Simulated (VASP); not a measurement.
The input files of a VASP run:

**POSCAR**
```
GaAs
1
    0.0000000000     2.8250000000     2.8250000000
    2.8250000000     0.0000000000     2.8250000000
    2.8250000000     2.8250000000     0.0000000000
Ga As
1 1
Direct
  0.0000000000   0.0000000000   0.0000000000
  0.2500000000   0.2500000000   0.2500000000
```

**KPOINTS**
```
Automatic mesh
0
Gamma
6 6 6
0 0 0
```

### INCAR
```
SYSTEM = GaAs
PREC = Accurate
ENCUT = 400
EDIFF = 1E-6
NELM = 100
ALGO = Normal
LREAL = .FALSE.
LASPH = .TRUE.
ISMEAR = 0
SIGMA = 0.05
LMAXMIX = 4
LWAVE = .FALSE.
LCHARG = .FALSE.
ISIF = 2
METAGGA = R2SCAN
LEPSILON = .TRUE.
```

POTCAR, in this order: Ga_d As (PBE.64 set). Program: vasp_std.

Output

### Question
From input and log, find the fault in this run and mend it.

### Answer
The cause: LEPSILON was set with a meta-GGA. VASP stops with an error: You have switched on METAGGA and linear-response routines. This combination is currently not supported. If you have selected LEPSILON=.TRUE., you can try using LCALCEPS=.TRUE. instead. In all other cases, VASP will stop. SOOO sorry... ----> I REFUSE TO CONTINUE WITH THIS SICK JOB ... BYE!!! <---- To mend it, use a GGA with LEPSILON, or finite fields (LCALCEPS) with the meta-GGA. The plain static run on this cell (PBE GGA, plane waves, VASP's PBE PAW potentials (set 64)) converges, and its OSZICAR ends with
```
   1 F= -.82238594E+01 E0= -.82238594E+01  d E =-.140983E-10
```

The compound is GaAs in the zinc blende structure. The cell was not relaxed at this level.
